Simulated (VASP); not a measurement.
A VASP calculation is set up with these files.

INCAR:
```
SYSTEM=Rb
PREC=Accurate; ENCUT=400; LREAL=F
LASPH=T
EDIFF=1E-6; NELM=100; ALGO=Normal
LMAXMIX=4; LMIXTAU=T
ISMEAR=1; SIGMA=0.1
METAGGA=R2SCAN
IBRION=2; NSW=60; ISIF=3
EDIFFG=-0.01
LWAVE=F; LCHARG=F
```

File KPOINTS:
```
kpoints
0
G
  8 8 8
```

**POSCAR**
```
Rb
1.0
 -2.8500000000   2.8500000000   2.8500000000
  2.8500000000  -2.8500000000   2.8500000000
  2.8500000000   2.8500000000  -2.8500000000
Rb
1
Cartesian
  0.0000000000   0.0000000000   0.0000000000
```

POTCAR, in this order: Rb_sv (PBE.64 set). Program: vasp_std.

Q: Translate this r2SCAN calculation to Ansatz.

A: One equivalent input (not run):
Ansatz 0.2 input:
```yaml
crystal:
  lattice:
    - [-2.8500000, 2.8500000, 2.8500000]
    - [2.8500000, -2.8500000, 2.8500000]
    - [2.8500000, 2.8500000, -2.8500000]
  atoms:
    - { symbol: Rb, position: [0.0000000, 0.0000000, 0.0000000] }
kpoints:
  mp_grid: { grid: [8, 8, 8] }
hamiltonian:
  xc: r2scan
  pseudopotentials: { kind: paw }
scf:
  occupations: { method: methfessel_paxton, width: 0.1 }
  max_iter: 100
relax:
  max_steps: 60
  f_tol: 0.01
  cell: {}
output: { forces: true, stress: true, eigenvalues: true }
```
Limits of the translation: each code has its own PAW files, so the cut-off isn't converted (ENCUT is set for VASP's; basis.ecutwfc is left out, and Ansatz then takes the one that its files recommend); Ansatz stops its SCF on the density residual and VASP on the energy change (EDIFF).

The structure comes from a measured Rb entry (Im-3m) of the Crystallography Open Database, whose conditions weren't checked. This run relaxes it. Symmetry was kept, so distortions that lower it aren't found.
